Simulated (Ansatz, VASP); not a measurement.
## CuH8C6N2Cl2 (CuH8C6N2Cl2 (C2/m)): VASP beside Ansatz

One calculation is typed for both programs; each brings its own data sets. How far apart do they land? Of the first pair: The structure shown is the start of the Ansatz relaxation below; VASP solves that cell, so the two are compared at the walk's first step.

Method: plane waves, with VASP 6.6.1 beside it; single point at LDA, in Ansatz 0.2.0.

## 1. The starting structure

The cell holds 152 atoms: 8 Cu, 64 H, 48 C, 16 N and 16 Cl. Its edges and angles: a = 12.332 Å, b = 13.562 Å, c = 9.492 Å, α = 90.1°, β = 106.8°, γ = 90.3°. It derives from CuH8C6N2Cl2 (C2/m), repeated 1×2×1. As first built, before any earlier steps moved the atoms (in the runner's words): CuH8C6N2Cl2, space group C2/m, measured structure (Crystallography Open Database), 1 x 2 x 1 conventional cells; every coordinate displaced by a Gaussian of 0.02 A; bonds to H set to neutron lengths (C-H 1.089, N-H 1.015, O-H 0.983, B-H 1.19 A) where the measured ones are shorter.

## 2. Ansatz: relaxation, LDA

Ansatz runs on its default PAW (the set named soft_2) files.

The two programs are compared at the cell with which this relaxation starts, whose forces are those of its first step.

File input.yaml:

```yaml
crystal:
  lattice:
    - [12.33076, -0.03325, -0.14768]
    - [-0.0358, 13.5615, -0.0282]
    - [-2.64216, -0.01196, 9.11723]
  atoms:
    - { symbol: Cu, position: [0.952, 0.25094, 0.65718] }
    - { symbol: Cu, position: [0.04429, 0.2521, 0.34301] }
    - { symbol: Cu, position: [0.45591, 0.99768, 0.65648] }
    - { symbol: Cu, position: [0.54825, 0.99875, 0.34252] }
    - { symbol: H, position: [0.82502, 0.40864, 0.46302] }
    - { symbol: H, position: [0.17464, 0.41061, 0.53257] }
    - { symbol: H, position: [0.32958, 0.15385, 0.46265] }
    - { symbol: H, position: [0.67536, 0.15718, 0.53372] }
    - { symbol: H, position: [0.1707, 0.09591, 0.537] }
    - { symbol: H, position: [0.82484, 0.0925, 0.46619] }
    - { symbol: H, position: [0.67427, 0.34098, 0.53622] }
    - { symbol: H, position: [0.32815, 0.33827, 0.46318] }
    - { symbol: H, position: [0.5499, 0.07107, 0.92621] }
    - { symbol: H, position: [0.40324, 0.06086, 0.11422] }
    - { symbol: H, position: [0.05039, 0.32434, 0.92577] }
    - { symbol: H, position: [0.90497, 0.31493, 0.10787] }
    - { symbol: H, position: [0.43647, 0.42917, 0.08435] }
    - { symbol: H, position: [0.54919, 0.42517, 0.92626] }
    - { symbol: H, position: [0.94928, 0.18004, 0.07616] }
    - { symbol: H, position: [0.09782, 0.1889, 0.88495] }
    - { symbol: H, position: [0.62702, 0.17904, 0.01014] }
    - { symbol: H, position: [0.3995, 0.16164, 0.98938] }
    - { symbol: H, position: [0.11962, 0.43609, 0.00952] }
    - { symbol: H, position: [0.89408, 0.42037, 0.98918] }
    - { symbol: H, position: [0.37977, 0.31616, 0.99125] }
    - { symbol: H, position: [0.62843, 0.31864, 0.00903] }
    - { symbol: H, position: [0.87677, 0.07133, 0.98809] }
    - { symbol: H, position: [0.10046, 0.08865, 0.01035] }
    - { symbol: H, position: [0.67267, 0.11146, 0.87427] }
    - { symbol: H, position: [0.30458, 0.16041, 0.10184] }
    - { symbol: H, position: [0.17407, 0.37005, 0.88002] }
    - { symbol: H, position: [0.80276, 0.41013, 0.10534] }
    - { symbol: H, position: [0.31648, 0.36901, 0.12224] }
    - { symbol: H, position: [0.67138, 0.38723, 0.87178] }
    - { symbol: H, position: [0.82573, 0.13517, 0.12249] }
    - { symbol: H, position: [0.19584, 0.08872, 0.89851] }
    - { symbol: C, position: [0.52317, 0.19531, 0.78255] }
    - { symbol: C, position: [0.47467, 0.19582, 0.22086] }
    - { symbol: C, position: [0.02156, 0.44809, 0.78027] }
    - { symbol: C, position: [0.97257, 0.44915, 0.22117] }
    - { symbol: C, position: [0.47593, 0.30109, 0.22074] }
    - { symbol: C, position: [0.52281, 0.30052, 0.78248] }
    - { symbol: C, position: [0.97718, 0.05436, 0.21711] }
    - { symbol: C, position: [0.02568, 0.05396, 0.77895] }
    - { symbol: C, position: [0.88232, 0.4494, 0.55668] }
    - { symbol: C, position: [0.11652, 0.45102, 0.44028] }
    - { symbol: C, position: [0.38534, 0.19536, 0.55677] }
    - { symbol: C, position: [0.6176, 0.19763, 0.44115] }
    - { symbol: C, position: [0.11492, 0.05438, 0.44294] }
    - { symbol: C, position: [0.88262, 0.05208, 0.55877] }
    - { symbol: C, position: [0.6172, 0.3002, 0.4424] }
    - { symbol: C, position: [0.38469, 0.29797, 0.55709] }
    - { symbol: C, position: [0.5968, 0.13726, 0.90546] }
    - { symbol: C, position: [0.39241, 0.14164, 0.10015] }
    - { symbol: C, position: [0.09477, 0.39229, 0.90602] }
    - { symbol: C, position: [0.89063, 0.39553, 0.09959] }
    - { symbol: C, position: [0.39882, 0.35641, 0.0978] }
    - { symbol: C, position: [0.59662, 0.35995, 0.90477] }
    - { symbol: C, position: [0.90369, 0.11225, 0.09387] }
    - { symbol: C, position: [0.10805, 0.1081, 0.8996] }
    - { symbol: "N", position: [0.95188, 0.39836, 0.66664] }
    - { symbol: "N", position: [0.04319, 0.39963, 0.33285] }
    - { symbol: "N", position: [0.45568, 0.14527, 0.6668] }
    - { symbol: "N", position: [0.54521, 0.1463, 0.33284] }
    - { symbol: "N", position: [0.04469, 0.10444, 0.33276] }
    - { symbol: "N", position: [0.9551, 0.10345, 0.66697] }
    - { symbol: "N", position: [0.5455, 0.35102, 0.33424] }
    - { symbol: "N", position: [0.45475, 0.34934, 0.66707] }
    - { symbol: Cl, position: [0.86449, 0.25003, 0.3729] }
    - { symbol: Cl, position: [0.13162, 0.25393, 0.62578] }
    - { symbol: Cl, position: [0.36863, 0.99585, 0.37393] }
    - { symbol: Cl, position: [0.63586, 0.99951, 0.62668] }
    - { symbol: Cl, position: [0.81552, 0.24943, 0.77308] }
    - { symbol: Cl, position: [0.18085, 0.25299, 0.22727] }
    - { symbol: Cl, position: [0.31956, 0.99695, 0.7726] }
    - { symbol: Cl, position: [0.68471, 0.00018, 0.22661] }
    - { symbol: Cu, position: [0.95588, 0.75087, 0.65458] }
    - { symbol: Cu, position: [0.04611, 0.7525, 0.34324] }
    - { symbol: Cu, position: [0.45398, 0.49727, 0.65687] }
    - { symbol: Cu, position: [0.54425, 0.49883, 0.34556] }
    - { symbol: H, position: [0.82586, 0.90872, 0.46389] }
    - { symbol: H, position: [0.17195, 0.9115, 0.53677] }
    - { symbol: H, position: [0.32504, 0.65511, 0.46657] }
    - { symbol: H, position: [0.67237, 0.65685, 0.53668] }
    - { symbol: H, position: [0.17509, 0.59452, 0.53337] }
    - { symbol: H, position: [0.82776, 0.59283, 0.46338] }
    - { symbol: H, position: [0.6753, 0.84105, 0.53677] }
    - { symbol: H, position: [0.3255, 0.83903, 0.46683] }
    - { symbol: H, position: [0.58988, 0.56203, 0.89399] }
    - { symbol: H, position: [0.39155, 0.56284, 0.1257] }
    - { symbol: H, position: [0.06489, 0.82023, 0.91465] }
    - { symbol: H, position: [0.9513, 0.82574, 0.07127] }
    - { symbol: H, position: [0.45, 0.92504, 0.07377] }
    - { symbol: H, position: [0.59347, 0.93507, 0.8929] }
    - { symbol: H, position: [0.91112, 0.68793, 0.10537] }
    - { symbol: H, position: [0.10979, 0.68651, 0.87343] }
    - { symbol: H, position: [0.60649, 0.66959, 0.01084] }
    - { symbol: H, position: [0.40855, 0.65175, 0.99254] }
    - { symbol: H, position: [0.1196, 0.93339, 0.00891] }
    - { symbol: H, position: [0.8689, 0.93167, 0.9923] }
    - { symbol: H, position: [0.38003, 0.81344, 0.99057] }
    - { symbol: H, position: [0.60664, 0.82884, 0.01055] }
    - { symbol: H, position: [0.89259, 0.57991, 0.98917] }
    - { symbol: H, position: [0.09049, 0.599, 0.00708] }
    - { symbol: H, position: [0.69531, 0.6547, 0.8923] }
    - { symbol: H, position: [0.30447, 0.67106, 0.08937] }
    - { symbol: H, position: [0.18452, 0.88215, 0.87852] }
    - { symbol: H, position: [0.83014, 0.86039, 0.13036] }
    - { symbol: H, position: [0.32636, 0.88006, 0.12031] }
    - { symbol: H, position: [0.69688, 0.84126, 0.89334] }
    - { symbol: H, position: [0.8049, 0.59632, 0.10874] }
    - { symbol: H, position: [0.19546, 0.57753, 0.91232] }
    - { symbol: C, position: [0.52653, 0.69549, 0.77867] }
    - { symbol: C, position: [0.47403, 0.6964, 0.22197] }
    - { symbol: C, position: [0.02438, 0.9487, 0.77916] }
    - { symbol: C, position: [0.97721, 0.94915, 0.21751] }
    - { symbol: C, position: [0.4786, 0.80153, 0.21965] }
    - { symbol: C, position: [0.52734, 0.8008, 0.77856] }
    - { symbol: C, position: [0.97351, 0.55445, 0.22124] }
    - { symbol: C, position: [0.02611, 0.55323, 0.77803] }
    - { symbol: C, position: [0.88299, 0.94952, 0.55764] }
    - { symbol: C, position: [0.11544, 0.95176, 0.44282] }
    - { symbol: C, position: [0.38308, 0.69614, 0.55923] }
    - { symbol: C, position: [0.61567, 0.69771, 0.4436] }
    - { symbol: C, position: [0.11704, 0.55358, 0.4406] }
    - { symbol: C, position: [0.88449, 0.55197, 0.55642] }
    - { symbol: C, position: [0.6179, 0.80028, 0.4432] }
    - { symbol: C, position: [0.38358, 0.7987, 0.55927] }
    - { symbol: C, position: [0.60747, 0.64238, 0.90037] }
    - { symbol: C, position: [0.39144, 0.64266, 0.10091] }
    - { symbol: C, position: [0.10166, 0.89354, 0.90212] }
    - { symbol: C, position: [0.9032, 0.88971, 0.09546] }
    - { symbol: C, position: [0.40537, 0.85735, 0.09395] }
    - { symbol: C, position: [0.60904, 0.8546, 0.90015] }
    - { symbol: C, position: [0.89263, 0.60774, 0.09971] }
    - { symbol: C, position: [0.1087, 0.6069, 0.89919] }
    - { symbol: "N", position: [0.95471, 0.89872, 0.66582] }
    - { symbol: "N", position: [0.04526, 0.90037, 0.33298] }
    - { symbol: "N", position: [0.45546, 0.64529, 0.6669] }
    - { symbol: "N", position: [0.54235, 0.64674, 0.33571] }
    - { symbol: "N", position: [0.04466, 0.60455, 0.33308] }
    - { symbol: "N", position: [0.95776, 0.60292, 0.66437] }
    - { symbol: "N", position: [0.54834, 0.85129, 0.33321] }
    - { symbol: "N", position: [0.45682, 0.85019, 0.66667] }
    - { symbol: Cl, position: [0.86623, 0.75112, 0.37369] }
    - { symbol: Cl, position: [0.13539, 0.75333, 0.62377] }
    - { symbol: Cl, position: [0.36467, 0.49641, 0.37613] }
    - { symbol: Cl, position: [0.63378, 0.4985, 0.62655] }
    - { symbol: Cl, position: [0.8216, 0.74789, 0.77326] }
    - { symbol: Cl, position: [0.18113, 0.75367, 0.22543] }
    - { symbol: Cl, position: [0.31861, 0.49622, 0.77407] }
    - { symbol: Cl, position: [0.67855, 0.50194, 0.22692] }
kpoints:
  mp_grid: { grid: [1, 1, 2] }
hamiltonian:
  xc: lda
scf:
  occupations: { method: gaussian, width: 0.05 }
output:
  forces: true
  eigenvalues: true
  stress: true
relax:
  f_tol: 0.05
  max_steps: 70
```

The run is started by

```bash
ansatz run input.yaml --threads 4 --pin off --max-ram 15872MiB --backend cpu --events-out ev --progress --plain --runs-dir out
```

Numbers of over 12 decimals in the logs are rounded to 6 here.

The log of the run:

```text
Warning: output.stress: scf.convergence.dr2_threshold = 1e-7 eV (the SCF's general default) is looser than the 1.08e-8 eV advised for a printed stress (1e-10 eV for each atom of the cell: 152, of which 108 are counted). What an SCF threshold leaves in a stress goes as its square root, and in the free energy as the threshold itself, and one threshold admits the most on a small cell: [figures from the program's tests c [...]
Engine: ansatz 0.2.0, aarch64-unknown-linux-gnu
Pseudopotentials: kind: paw
Pseudopotential: Cu, paw, valence charge 19, recommended cutoff 420 eV (normal), Cu.paw.azcp
Pseudopotential: H, paw, valence charge 1, recommended cutoff 420 eV (normal), H.paw.azcp
Pseudopotential: C, paw, valence charge 4, recommended cutoff 420 eV (normal), C.paw.azcp
Pseudopotential: N, paw, valence charge 5, recommended cutoff 420 eV (normal), N.paw.azcp
Pseudopotential: Cl, paw, valence charge 7, recommended cutoff 420 eV (normal), Cl.paw.azcp
Functional definition: SPW92
  exchange = slater_x
  correlation = pw_c
Crystal: 152 atoms, lattice volume = 1519.307 Å³
Basis set: ecut = 420 eV, 29695 PW (Γ)
Bands: 452, of which v1, the nominal top of the filled ones, is band 300 counted from 1 (299 counted from 0)
Symmetry: 1 space group operations
Space group: P1 (ITA 1), of the structure as read, at distance tolerance 1.1e-4 Å
k-points: 2
Non-local potential: Cu, projectors of the file, l = 0: 3, l = 1: 2, l = 2: 3, l = 3: 1
Non-local potential: H, projectors of the file, l = 0: 2, l = 1: 1
Non-local potential: C, projectors of the file, l = 0: 2, l = 1: 2, l = 2: 1
Non-local potential: N, projectors of the file, l = 0: 2, l = 1: 2, l = 2: 1
Non-local potential: Cl, projectors of the file, l = 0: 2, l = 1: 2, l = 2: 2
PAW form: soft (Blöchl's): semilocal exchange-correlation on the pseudo side does not see the compensation charge
PAW frozen core: Cu, regenerated for the run's functional, and the local potential with it (the file was generated under x = pbe(κ = 0.804, μ = 0.219515), c = pbe(β = 0.066725))
PAW frozen core: C, regenerated for the run's functional, and the local potential with it (the file was generated under x = pbe(κ = 0.804, μ = 0.219515), c = pbe(β = 0.066725))
PAW frozen core: N, regenerated for the run's functional, and the local potential with it (the file was generated under x = pbe(κ = 0.804, μ = 0.219515), c = pbe(β = 0.066725))
PAW frozen core: Cl, regenerated for the run's functional, and the local potential with it (the file was generated under x = pbe(κ = 0.804, μ = 0.219515), c = pbe(β = 0.066725))
PAW one-centre angular grid: Cu, 590 points (default); XC on 64 Gauss nodes
PAW one-centre angular grid: H, 110 points (default); XC on 64 Gauss nodes
PAW one-centre angular grid: C, 110 points (default); XC on 64 Gauss nodes
PAW one-centre angular grid: N, 110 points (default); XC on 64 Gauss nodes
PAW one-centre angular grid: Cl, 110 points (default); XC on 64 Gauss nodes
Initial density: superposition of atomic densities (neutral atoms: chi_scale 0, normalization atom), corrected by the library's trained network
Initial wavefunctions: pseudopotential atomic-orbital guess
Functional: x = slater, c = lda
SCF iter   1: F=—  HF=-87814.912836 eV  |F-HF|=—  |Δ(HF+E_count)|=         —  Δρ=1.33e-2  dr2=2.04e0  ethr=1.77e-3  ⟨swp⟩=5.0  Hψ=3617  notcnv=0  defer=217
preconditioner: auto → LDOS  [metal: Δε(μ)=0.025 eV  Ē_g=13.919 eV  σ=0.050 eV  W_gap=0.26  n_scr=328 (ndim 8)  ℏωp=22.1 eV  f_vac=0.082  D(μ)=55.79/eV (n_scr^D=438)  β→1.0]
SCF iter   2: F=—  HF=-87814.621748 eV  |F-HF|=—  |Δ(HF+E_count)|=   2.91e-1  Δρ=6.63e-3  dr2=5.27e-1  ethr=3.39e-4  ⟨swp⟩=2.0  Hψ=1648  notcnv=0  defer=280
SCF iter   3: F=—  HF=-87814.513892 eV  |F-HF|=—  |Δ(HF+E_count)|=   1.08e-1  Δρ=6.88e-3  dr2=5.05e-1  ethr=8.78e-5  ⟨swp⟩=2.0  Hψ=1248  notcnv=0  defer=280
[...]
- { symbol: C, position: [0.115373, 0.451587, 0.439658] }
    - { symbol: C, position: [0.386458, 0.195741, 0.557064] }
    - { symbol: C, position: [0.616363, 0.197896, 0.440680] }
    - { symbol: C, position: [0.113767, 0.054023, 0.442686] }
    - { symbol: C, position: [0.883856, 0.051814, 0.559178] }
    - { symbol: C, position: [0.616169, 0.299636, 0.441766] }
    - { symbol: C, position: [0.385926, 0.297544, 0.557276] }
    - { symbol: C, position: [0.596021, 0.138107, 0.901945] }
    - { symbol: C, position: [0.392914, 0.142390, 0.103570] }
    - { symbol: C, position: [0.094958, 0.393468, 0.902205] }
    - { symbol: C, position: [0.891262, 0.396296, 0.103038] }
    - { symbol: C, position: [0.399309, 0.355233, 0.101175] }
    - { symbol: C, position: [0.595730, 0.359014, 0.901414] }
    - { symbol: C, position: [0.904363, 0.111426, 0.097453] }
    - { symbol: C, position: [0.107381, 0.107317, 0.896251] }
    - { symbol: N, position: [0.952808, 0.399140, 0.665678] }
    - { symbol: N, position: [0.042721, 0.400361, 0.333599] }
    - { symbol: N, position: [0.455891, 0.145879, 0.665991] }
    - { symbol: N, position: [0.544450, 0.146806, 0.333817] }
    - { symbol: N, position: [0.044414, 0.103861, 0.333644] }
    - { symbol: N, position: [0.955800, 0.102926, 0.665990] }
    - { symbol: N, position: [0.545159, 0.350255, 0.334866] }
    - { symbol: N, position: [0.455122, 0.348654, 0.666176] }
    - { symbol: Cl, position: [0.867136, 0.250004, 0.375642] }
    - { symbol: Cl, position: [0.129616, 0.254081, 0.623230] }
    - { symbol: Cl, position: [0.370594, 0.995697, 0.376548] }
    - { symbol: Cl, position: [0.633131, 0.999578, 0.623958] }
    - { symbol: Cl, position: [0.818965, 0.249635, 0.771499] }
    - { symbol: Cl, position: [0.178107, 0.253065, 0.228462] }
    - { symbol: Cl, position: [0.322297, 0.996888, 0.771561] }
    - { symbol: Cl, position: [0.681218, 1.7858733727700224e-5, 0.228222] }
    - { symbol: Cu, position: [0.956230, 0.751011, 0.653855] }
    - { symbol: Cu, position: [0.045448, 0.752600, 0.343844] }
    - { symbol: Cu, position: [0.454691, 0.497188, 0.656185] }
    - { symbol: Cu, position: [0.543922, 0.498689, 0.346152] }
    - { symbol: H, position: [0.826971, 0.909773, 0.465546] }
    - { symbol: H, position: [0.170320, 0.912430, 0.535701] }
    - { symbol: H, position: [0.326405, 0.655844, 0.468562] }
    - { symbol: H, position: [0.670885, 0.657650, 0.535135] }
    - { symbol: H, position: [0.173801, 0.593825, 0.531380] }
    - { symbol: H, position: [0.829247, 0.592028, 0.464846] }
    - { symbol: H, position: [0.673549, 0.840036, 0.535365] }
    - { symbol: H, position: [0.326802, 0.837958, 0.468643] }
    - { symbol: H, position: [0.589588, 0.563604, 0.890393] }
    - { symbol: H, position: [0.391568, 0.564395, 0.130272] }
    - { symbol: H, position: [0.065324, 0.821500, 0.909946] }
    - { symbol: H, position: [0.951871, 0.827324, 0.074997] }
    - { symbol: H, position: [0.448698, 0.923929, 0.078790] }
    - { symbol: H, position: [0.593582, 0.933550, 0.888105] }
    - { symbol: H, position: [0.911639, 0.686318, 0.108724] }
    - { symbol: H, position: [0.109492, 0.685037, 0.868986] }
    - { symbol: H, position: [0.605902, 0.670035, 0.00638384] }
    - { symbol: H, position: [0.410121, 0.650902, 0.997494] }
    - { symbol: H, position: [0.117539, 0.933684, 0.00470451] }
    - { symbol: H, position: [0.869939, 0.932201, 0.996712] }
    - { symbol: H, position: [0.381000, 0.812950, 0.995146] }
    - { symbol: H, position: [0.605013, 0.829255, 0.00607819] }
    - { symbol: H, position: [0.893427, 0.579321, 0.993570] }
    - { symbol: H, position: [0.089151, 0.599633, 0.00211393] }
    - { symbol: H, position: [0.694278, 0.655269, 0.889318] }
    - { symbol: H, position: [0.305879, 0.671961, 0.091194] }
    - { symbol: H, position: [0.183649, 0.884565, 0.876359] }
    - { symbol: H, position: [0.831870, 0.861454, 0.133528] }
    - { symbol: H, position: [0.326381, 0.877579, 0.123416] }
    - { symbol: H, position: [0.695763, 0.839858, 0.891309] }
    - { symbol: H, position: [0.806110, 0.595812, 0.111586] }
    - { symbol: H, position: [0.194079, 0.576937, 0.910050] }
    - { symbol: C, position: [0.526801, 0.695835, 0.776511] }
    - { symbol: C, position: [0.473866, 0.696651, 0.224290] }
    - { symbol: C, position: [0.024309, 0.949198, 0.776855] }
    - { symbol: C, position: [0.977504, 0.949625, 0.219757] }
    - { symbol: C, position: [0.478172, 0.800990, 0.222135] }
    - { symbol: C, position: [0.527508, 0.800349, 0.776371] }
    - { symbol: C, position: [0.973365, 0.554090, 0.223378] }
    - { symbol: C, position: [0.026294, 0.553000, 0.775645] }
    - { symbol: C, position: [0.884019, 0.950074, 0.558175] }
[...]
- { symbol: C, position: [0.607177, 0.643188, 0.897041] }
    - { symbol: C, position: [0.392001, 0.643240, 0.104339] }
    - { symbol: C, position: [0.101033, 0.894643, 0.898742] }
    - { symbol: C, position: [0.904085, 0.890657, 0.098829] }
    - { symbol: C, position: [0.405171, 0.856208, 0.097758] }
    - { symbol: C, position: [0.608558, 0.853788, 0.896751] }
    - { symbol: C, position: [0.893108, 0.606887, 0.102912] }
    - { symbol: C, position: [0.108126, 0.606376, 0.895673] }
    - { symbol: N, position: [0.955041, 0.899465, 0.665080] }
    - { symbol: N, position: [0.044908, 0.901077, 0.333860] }
    - { symbol: N, position: [0.456173, 0.645850, 0.666334] }
    - { symbol: N, position: [0.541917, 0.647237, 0.336363] }
    - { symbol: N, position: [0.044038, 0.603988, 0.333612] }
    - { symbol: N, position: [0.958228, 0.602434, 0.663616] }
    - { symbol: N, position: [0.547406, 0.850522, 0.334174] }
    - { symbol: N, position: [0.457319, 0.849473, 0.666060] }
    - { symbol: Cl, position: [0.868634, 0.751333, 0.376271] }
    - { symbol: Cl, position: [0.132845, 0.753461, 0.621163] }
    - { symbol: Cl, position: [0.367284, 0.496293, 0.378727] }
    - { symbol: Cl, position: [0.631444, 0.498262, 0.623869] }
    - { symbol: Cl, position: [0.824014, 0.747976, 0.771700] }
    - { symbol: Cl, position: [0.178421, 0.753526, 0.226949] }
    - { symbol: Cl, position: [0.321528, 0.496416, 0.772717] }
    - { symbol: Cl, position: [0.676126, 0.501846, 0.228282] }
```

The column dr2 measures how far the density is from self-consistency, as an energy; F and HF (Harris–Foulkes) agree once it is small.

(Continued in part 2 of 2.)

[Lines on the potential files, build, host, timing and source positions are cut from VASP's logs without a mark.]

[Logs are printed without paths, hosts, clocks, repeated set-up lines and the standing remarks that a program may print on its own settings, such as how far it seeks lower states.]

[Hosts, paths, dates, database ids (printed as entryN), source tags and the programs' standing remarks are cut or masked in the printed files.]
